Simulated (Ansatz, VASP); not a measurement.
**Ba7Al24Si25O93 (glassy 57SiO2-27Al2O3-16BaO (mol %)) in two plane-wave programs**

Aim: how closely do two programs agree when they are given the same cell, functional and k mesh? The cell is taken from a series of runs on this material, whose earlier steps may have relaxed, scaled, displaced or heated it; both programs get it as it stands.

Program: Ansatz 0.2.0. Level of theory: plane waves, with VASP 6.6.1 beside it; single point at PBE. Results are calculated unless marked as measured.

## (1) Set-up

The cell holds 149 atoms: 25 Si, 24 Al, 7 Ba and 93 O. Its edges and angles: a = 12.759 Å, b = 12.759 Å, c = 12.759 Å, α = 90.0°, β = 90.0°, γ = 90.0°. As first built, before any earlier steps moved the atoms (in the runner's words): 149 atoms (25 Si, 24 Al, 7 Ba, 93 O) placed at random at 3.04 g/cm^3, melted at 4000 K for 10 ps at fixed volume with the Morse and Coulomb pair potential with partial charges (Pedone, Malavasi, Menziani, Cormack and Segre, J. Phys. Chem. B 110, 11780 (2006)). Quenched from 4000 K to 300 K at 25 K/ps and fixed volume, held 5 ps.

## (2) Ansatz: single point, PBE

Ansatz runs on its default PAW (the set named soft_2) files.

A single point gives forces, pressure and levels at one fixed geometry, so differences don't come from the geometry; what else differs is listed under the comparison.

input.yaml reads:

```yaml
crystal:
  lattice:
    - [12.7591, 0.0, 0.0]
    - [0.0, 12.7591, 0.0]
    - [0.0, 0.0, 12.7591]
  atoms:
    - { symbol: Si, position: [0.40613, 0.16441, 0.432] }
    - { symbol: Si, position: [0.80737, 0.14046, 0.73467] }
    - { symbol: Si, position: [0.16085, 0.42616, 0.31525] }
    - { symbol: Si, position: [0.27902, 0.10644, 0.00493] }
    - { symbol: Si, position: [0.88052, 0.40552, 0.56904] }
    - { symbol: Si, position: [0.45401, 0.5155, 0.02408] }
    - { symbol: Si, position: [0.65917, 0.58951, 0.65897] }
    - { symbol: Si, position: [0.00848, 0.57087, 0.19249] }
    - { symbol: Si, position: [0.76306, 0.56255, 0.21543] }
    - { symbol: Si, position: [0.85704, 0.73185, 0.72399] }
    - { symbol: Si, position: [0.07433, 0.27396, 0.50849] }
    - { symbol: Si, position: [0.8976, 0.80607, 0.40683] }
    - { symbol: Si, position: [0.40753, 0.74435, 0.95316] }
    - { symbol: Si, position: [0.04375, 0.47411, 0.9616] }
    - { symbol: Si, position: [0.67059, 0.96864, 0.84788] }
    - { symbol: Si, position: [0.63057, 0.07487, 0.45139] }
    - { symbol: Si, position: [0.63175, 0.5485, 0.42347] }
    - { symbol: Si, position: [0.29171, 0.0969, 0.24633] }
    - { symbol: Si, position: [0.47978, 0.2527, 0.7213] }
    - { symbol: Si, position: [0.90832, 0.20485, 0.085] }
    - { symbol: Si, position: [0.01662, 0.17883, 0.85898] }
    - { symbol: Si, position: [0.06731, 0.6178, 0.76838] }
    - { symbol: Si, position: [0.10585, 0.00063, 0.73232] }
    - { symbol: Si, position: [0.26038, 0.89628, 0.37033] }
    - { symbol: Si, position: [0.73711, 0.37772, 0.04655] }
    - { symbol: Al, position: [0.27141, 0.36032, 0.92853] }
    - { symbol: Al, position: [0.17907, 0.81528, 0.86633] }
    - { symbol: Al, position: [0.27008, 0.49702, 0.70725] }
    - { symbol: Al, position: [0.02494, 0.58385, 0.44927] }
    - { symbol: Al, position: [0.45275, 0.39018, 0.52765] }
[... 113 atom lines left out ...]
    - { symbol: O, position: [0.96087, 0.66009, 0.69865] }
    - { symbol: O, position: [0.82324, 0.83111, 0.63918] }
    - { symbol: O, position: [0.16616, 0.05004, 0.9969] }
    - { symbol: O, position: [0.0661, 0.51884, 0.30614] }
    - { symbol: O, position: [0.36771, 0.85249, 0.42413] }
    - { symbol: O, position: [0.55519, 0.98861, 0.8995] }
kpoints:
  mp_grid: { grid: [1, 1, 1] }
hamiltonian:
  xc: pbe
scf:
  occupations: { method: fixed }
output:
  forces: true
  stress: true
  populations: true
  dos:
    method: { smearing: { sigma: 0.1 } }
    de: 0.1
    projected: { site_lists: { Al: [Al], Ba: [Ba], O: [O], Si: [Si] } }
  eigenvalues: true
  write_density: true
  write_potential: true
  volumetric_format: npy
  elf: true
```

Started as:

```sh
$ ansatz run input.yaml --threads 4 --pin off --max-ram 15872MiB --backend cpu --events-out ev --progress --plain --runs-dir out
```

Numbers of over 12 decimals in the logs are rounded to 6 here.

The log of the run:

```text
Engine: ansatz 0.2.0, aarch64-unknown-linux-gnu
Pseudopotentials: kind: paw
Pseudopotential: Si, paw, valence charge 4, recommended cutoff 420 eV (normal), Si.paw.azcp
Pseudopotential: Al, paw, valence charge 3, recommended cutoff 420 eV (normal), Al.paw.azcp
Pseudopotential: Ba, paw, valence charge 10, recommended cutoff 420 eV (normal), Ba.paw.azcp
Pseudopotential: O, paw, valence charge 6, recommended cutoff 420 eV (normal), O.paw.azcp
Functional definition: PBE
  parameter kappa = 0.804
  parameter beta = 0.066725
  exchange = pbe_x(kappa = kappa, mu = beta*pi^2/3)
  correlation = pbe_c(beta = beta)
Crystal: 149 atoms, lattice volume = 2077.113 Å³
Basis set: ecut = 420 eV, 40651 PW (Γ), exchange–correlation on 180×180×180 points (8 copies of the dense FFT grid, shifted against one another)
Bands: 549, of which v1, the nominal top of the filled ones, is band 400 counted from 1 (399 counted from 0)
Symmetry: 1 space group operations
Space group: P1 (ITA 1), of the structure as read, at distance tolerance 1.3e-4 Å
k-points: 1
Non-local potential: Si, projectors of the file, l = 0: 2, l = 1: 2, l = 2: 2
Non-local potential: Al, projectors of the file, l = 0: 2, l = 1: 2, l = 2: 1
Non-local potential: Ba, projectors of the file, l = 0: 3, l = 1: 2, l = 2: 2, l = 3: 2
Non-local potential: O, projectors of the file, l = 0: 2, l = 1: 2, l = 2: 1
PAW form: soft (Blöchl's): semilocal exchange-correlation on the pseudo side does not see the compensation charge
PAW one-centre angular grid: Si, 110 points (default); XC on 64 Gauss nodes
PAW one-centre angular grid: Al, 110 points (default); XC on 64 Gauss nodes
PAW one-centre angular grid: Ba, 194 points (default); XC on 64 Gauss nodes
PAW one-centre angular grid: O, 110 points (default); XC on 64 Gauss nodes
Initial density: superposition of atomic densities (neutral atoms: chi_scale 0, normalization atom), corrected by the library's trained network
Initial wavefunctions: pseudopotential atomic-orbital guess
Functional: x = pbe(κ = 0.804, μ = 0.219515), c = pbe(β = 0.066725)
SCF iter   1: F=—  HF=-123403.606015 eV  |F-HF|=—  |Δ(HF+E_count)|=         —  Δρ=1.85e-3  dr2=1.12e-1  ethr=1.77e-3  ⟨swp⟩=5.0  Hψ=2125  notcnv=0  defer=147
preconditioner: auto → Resta (q_TF=auto, 2.327 Å⁻¹)  ε∞=3.3  [insulator: Δε(μ)=3.757 eV  Ē_g=15.033 eV  n_scr=460 (ndim 8)  ℏωp=22.8 eV  f_vac=0.099  ε∞_Penn≈3.3]
SCF iter   2: F=—  HF=-123403.613163 eV  |F-HF|=—  |Δ(HF+E_count)|=   7.15e-3  Δρ=9.97e-4  dr2=2.83e-2  ethr=1.40e-5  ⟨swp⟩=2.0  Hψ=938  notcnv=0  defer=147
SCF iter   3: F=—  HF=-123403.616799 eV  |F-HF|=—  |Δ(HF+E_count)|=   3.64e-3  Δρ=4.87e-4  dr2=7.72e-3  ethr=3.53e-6  ⟨swp⟩=3.0  Hψ=721  notcnv=0  defer=147
SCF iter   4: F=—  HF=-123403.616428 eV  |F-HF|=—  |Δ(HF+E_count)|=   3.70e-4  Δρ=1.48e-4  dr2=5.63e-4  ethr=9.65e-7  ⟨swp⟩=2.0  Hψ=761  notcnv=0  defer=147
SCF iter   5: F=—  HF=-123403.616500 eV  |F-HF|=—  |Δ(HF+E_count)|=   7.18e-5  Δρ=8.08e-5  dr2=1.24e-4  ethr=7.03e-8  ⟨swp⟩=2.0  Hψ=722  notcnv=0  defer=147
SCF iter   6: F=—  HF=-123403.616502 eV  |F-HF|=—  |Δ(HF+E_count)|=   1.79e-6  Δρ=3.45e-5  dr2=2.19e-5  ethr=1.55e-8  ⟨swp⟩=2.0  Hψ=800  notcnv=0  defer=144
SCF iter   7: F=—  HF=-123403.617500 eV  |F-HF|=—  |Δ(HF+E_count)|=   9.98e-4  Δρ=1.07e-5  dr2=2.30e-6  ethr=2.74e-9  ⟨swp⟩=2.0  Hψ=941  notcnv=0  defer=143
SCF iter   8: F=—  HF=-123403.617502 eV  |F-HF|=—  |Δ(HF+E_count)|=   1.92e-6  Δρ=7.26e-6  dr2=9.13e-7  ethr=2.87e-10  ⟨swp⟩=2.0  Hψ=793  notcnv=0  defer=143
SCF iter   9: F=-123403.617502 eV  HF=-123403.617502 eV  |F-HF|=2.26e-8  |Δ(HF+E_count)|=   1.83e-8  Δρ=1.58e-6  dr2=5.10e-8  ethr=1.25e-11  ⟨swp⟩=24.0  Hψ=6199  notcnv=0
SCF 1 converged in 9 iterations: F = -123403.617502 eV  dr2 = 5.10e-8
  greatest PAW one-centre occupation: 0.955 electrons in one spin orbital (limit 2), on the Ba atom at site 53 (counted from 0), in its partial waves of l = 0
SCF converged after 9 iterations
Free energy (F): -123403.617502 eV
Harris-Foulkes:  -123403.617502 eV  (|F-HF|=2.26e-8)
Internal energy: -123403.617502 eV  (E = F + TS)
E sigma→0 (E₀):  -123403.617502 eV
Fermi energy:    4.020425 eV
--- Per-component energies (eV) ---
  E_band       = -2780.667222
  E_kinetic    = 19407.946623
  E_local      = -48602.218155  (includes V_loc(G=0)·N_el)
  E_nonlocal   = 5682.610322
  E_hartree    = 18094.658950
  E_xc         = -10443.524291
  E_vxc        = -11662.910050  (∫ρ·V_xc dr)
  E_paw        = -75382.102843  (= ΣΔE_a)
  E_vpaw       = -3795.638460  (= ΣTr[D̂ρ^β])
  E_aug_tail   = 0.234795  (compensation charges beyond the density's cutoff)
  E_ewald      = -32161.222902
  E_smearing   = -0.000000  (= −TS)
  E_closure    = -0.000000  (closes the sum)
  Σ components = -123403.617502   (vs F -123403.617502, Δ=0.00e0)
--- Forces (eV/Å), atoms counted from 1 ---
  atom   1  Si    -0.00017708     0.00180969     0.01090963
[...]
--- Band table (eV) ---
  k-point 0: bands = [... 396 lower, 3.8522, 3.8925, 3.9436, 4.0204, 7.7165, 8.7978, 8.9358, 9.0630, ... 145 higher]
--- Löwdin populations: 149 sites ---
  site symbol       q [e]
     0     Si      2.2784
     1     Si      2.2610
     2     Si      2.2892
     3     Si      2.3227
     4     Si      2.2664
     5     Si      2.3524
     6     Si      2.2809
     7     Si      2.2540
     8     Si      2.2706
     9     Si      2.2785
    10     Si      2.2955
    11     Si      2.2982
    12     Si      2.3348
    13     Si      2.2420
    14     Si      2.3149
    15     Si      2.3266
    16     Si      2.2780
    17     Si      2.2556
    18     Si      2.3880
    19     Si      2.2682
    20     Si      2.2581
    21     Si      2.2962
    22     Si      2.3099
    23     Si      2.3478
[...]
141      O      6.7973
   142      O      6.8336
   143      O      6.7694
   144      O      6.7893
   145      O      6.8217
   146      O      6.7493
   147      O      6.8418
   148      O      6.8994
  spilling = 0.011699 (of n_electrons = 800.000000)
```

## (3) VASP: single point, PBE

The same cell, functional and mesh now go to VASP, with its own data sets.

Lines of VASP's logs that name or quote its potential files are left out, and so is its time.

INCAR reads:

```
SYSTEM = Ba7Al24Si25O93
PREC = Accurate
ENCUT = 600
EDIFF = 1E-06
NELM = 120
ISMEAR = 0
SIGMA = 0.01
LREAL = Auto
ALGO = Normal
GGA = PE
NBANDS = 504
LORBIT = 11
LWAVE = .FALSE.
LCHARG = .FALSE.
ISIF = 2
LASPH = .TRUE.
GGA_COMPAT = .FALSE.
EFERMI = MIDGAP
```

POSCAR reads:

```
Ba7Al24Si25O93
1.0
   12.7591000000      0.0000000000      0.0000000000
    0.0000000000     12.7591000000      0.0000000000
    0.0000000000      0.0000000000     12.7591000000
Si Al Ba O
25 24 7 93
Direct
    0.4061300000      0.1644100000      0.4320000000
    0.8073700000      0.1404600000      0.7346700000
    0.1608500000      0.4261600000      0.3152500000
    0.2790200000      0.1064400000      0.0049300000
    0.8805200000      0.4055200000      0.5690400000
    0.4540100000      0.5155000000      0.0240800000
    0.6591700000      0.5895100000      0.6589700000
    0.0084800000      0.5708700000      0.1924900000
    0.7630600000      0.5625500000      0.2154300000
    0.8570400000      0.7318500000      0.7239900000
    0.0743300000      0.2739600000      0.5084900000
    0.8976000000      0.8060700000      0.4068300000
    0.4075300000      0.7443500000      0.9531600000
    0.0437500000      0.4741100000      0.9616000000
    0.6705900000      0.9686400000      0.8478800000
    0.6305700000      0.0748700000      0.4513900000
    0.6317500000      0.5485000000      0.4234700000
    0.2917100000      0.0969000000      0.2463300000
    0.4797800000      0.2527000000      0.7213000000
    0.9083200000      0.2048500000      0.0850000000
    0.0166200000      0.1788300000      0.8589800000
    0.0673100000      0.6178000000      0.7683800000
    0.1058500000      0.0006300000      0.7323200000
    0.2603800000      0.8962800000      0.3703300000
    0.7371100000      0.3777200000      0.0465500000
    0.2714100000      0.3603200000      0.9285300000
    0.1790700000      0.8152800000      0.8663300000
    0.2700800000      0.4970200000      0.7072500000
    0.0249400000      0.5838500000      0.4492700000
    0.4527500000      0.3901800000      0.5276500000
[... 113 atom lines left out ...]
    0.9608700000      0.6600900000      0.6986500000
    0.8232400000      0.8311100000      0.6391800000
    0.1661600000      0.0500400000      0.9969000000
    0.0661000000      0.5188400000      0.3061400000
    0.3677100000      0.8524900000      0.4241300000
    0.5551900000      0.9886100000      0.8995000000
```

KPOINTS reads:

```
Automatic mesh
0
Gamma
1 1 1
0 0 0
```

Potentials, in the order of the species: Si, Al, Ba_sv and O (PBE family, release 64).

Started as:

```sh
$ export OMP_NUM_THREADS=3
$ mpirun -np 1 vasp_gam
```

The log of the run:

```text
[banner, memory and clock lines left out]
running    1 mpi-ranks, on    1 nodes
[...]
Offloading initialized ...    1 GPUs detected
[...]
LDA part: xc-table for (Slater+PW92), standard interpolation
 POSCAR, INCAR and KPOINTS ok, starting setup
[...]
entering main loop
       N       E                     dE             d eps       ncg     rms          rms(c)
DAV:   1     0.778682378032E+04    0.77868E+04   -0.50140E+05  1016   0.173E+03
DAV:   2    -0.541736562435E+03   -0.83286E+04   -0.80436E+04  1232   0.386E+02
DAV:   3    -0.126484435178E+04   -0.72311E+03   -0.71798E+03  1184   0.120E+02
DAV:   4    -0.128471129843E+04   -0.19867E+02   -0.19783E+02  1208   0.198E+01
[...]
DAV:  18    -0.112204196347E+04    0.63894E-05   -0.10476E-04  1192   0.201E-02    0.115E-02
DAV:  19    -0.112204196383E+04   -0.36071E-06   -0.12395E-05  1168   0.691E-03    0.647E-03
DAV:  20    -0.112204196461E+04   -0.77359E-06   -0.46850E-06  1008   0.546E-03
   1 F= -.11220420E+04 E0= -.11220420E+04  d E =0.000000E+00
```

From OUTCAR (step 3):

```text
  Total      -39.0698164      4.8341562    -35.9913567     -1.3613742     -7.5909907     -5.8295916
  in kB      -30.1364317      3.7288176    -27.7618674     -1.0500935     -5.8552968     -4.4966448
  external PRESSURE =     -18.0564939 kB  Pullay stress =       0.0000000 kB

 POSITION                                       TOTAL-FORCE (eV/Angst)
[...]
2.49772     11.85359     10.04932        -0.028861     -0.039114      0.039766
      8.51109      0.62953      4.21254        -0.037032     -0.037324     -0.052603
     11.00613      0.83610      8.26075         0.012923     -0.040289     -0.013981
      0.48982      7.44391     11.34603        -0.011519     -0.009110      0.009611
      7.12532      6.61317     12.04191        -0.017342     -0.032561     -0.016130
     10.45787      1.44829      1.14219        -0.019023     -0.039301     -0.002701
      7.39288      8.37061      4.82587         0.047294      0.019317      0.029439
      4.86530      5.29005     12.70334        -0.035960     -0.031118     -0.028308
      9.29551      8.73105      2.48751         0.000436      0.061636      0.002862
      3.89050      1.61951      6.29572        -0.043465     -0.027833      0.005051
      2.37919     10.23050      4.12821        -0.044718     -0.023933     -0.031931
      6.87333      4.00036      7.84493         0.012002      0.005112     -0.018931
      6.43225      1.12765      5.98555        -0.007353      0.008140      0.001018
      3.80234     12.40210      3.47634        -0.009125      0.006559     -0.002234
[...]
-----------------------------------------------------------------------------------
    total drift:                               -0.043581     -0.006465      0.001823

  FREE ENERGIE OF THE ION-ELECTRON SYSTEM (eV)
  ---------------------------------------------------
  free  energy   TOTEN  =     -1122.0419646080 eV

  energy  without entropy=    -1122.0419646080  energy(sigma->0) =    -1122.04196461

[... 3 further parts left out ...]
[key lines of the parts left out:]
E-fermi :   3.8592
```

The run ends at a pressure of -1.81 GPa, with forces up to 0.18 eV/Å.

## (4) Differences

Known differences besides the potentials themselves: fixed occupations in Ansatz, narrow Gaussian smearing in VASP; the cutoff is 420 eV in Ansatz and 600 eV in VASP (PREC = Accurate, projectors in real space). Total energies have different zeros and are not compared.

The two programs side by side:

| quantity | Ansatz | VASP | difference |
| --- | --- | --- | --- |
| pressure (GPa) | -1.83 | -1.81 | -0.03 |
| gap on the k mesh (eV) | 3.696 | 3.674 | +0.022 |

Forces on 7 of the 149 atoms, those with the largest forces and the largest differences (eV/Å; atoms numbered as in POSCAR):

| atom | Ansatz x, y, z | VASP x, y, z |
| --- | --- | --- |
| Ba50 | 0.001, -0.003, 0.001 | -0.090, -0.100, -0.040 |
| Ba51 | -0.005, 0.001, 0.015 | -0.125, 0.027, -0.002 |
| Ba56 | -0.002, 0.006, 0.003 | 0.003, -0.155, 0.087 |
| O91 | 0.000, 0.002, -0.006 | 0.001, 0.116, -0.099 |
| O112 | -0.004, 0.005, -0.002 | 0.146, 0.060, -0.024 |
| O127 | -0.001, -0.006, 0.002 | -0.001, -0.113, -0.057 |
| O129 | 0.001, 0.003, -0.002 | 0.018, 0.092, -0.057 |

The forces differ by 31 meV/Å r.m.s., where the r.m.s. force is 0.006 eV/Å in Ansatz and 0.031 eV/Å in VASP: the atoms lie near their places of rest in Ansatz, so a percentage would say little (all taken over all components). A gap on the mesh is an upper bound, since the band edges may lie between its points.

## (5) What came out

- r.m.s. force difference (single point, PBE): 31 meV/Å

In words: The r.m.s. force difference is 31 meV/Å (single point, PBE), beyond the 12 meV/Å picked in this series as the mark of a large difference. What causes the difference of the single point, PBE pair stays open here. How closely two codes agree says nothing of how well the functional describes the real material.

[Lines on the potential files, build, host, timing and source positions are cut from VASP's logs without a mark.]

[Logs are printed without paths, hosts, clocks, repeated set-up lines and the standing remarks that a program may print on its own settings, such as how far it seeks lower states.]

[Hosts, paths, dates, database ids (printed as entryN), source tags and the programs' standing remarks are cut or masked in the printed files.]
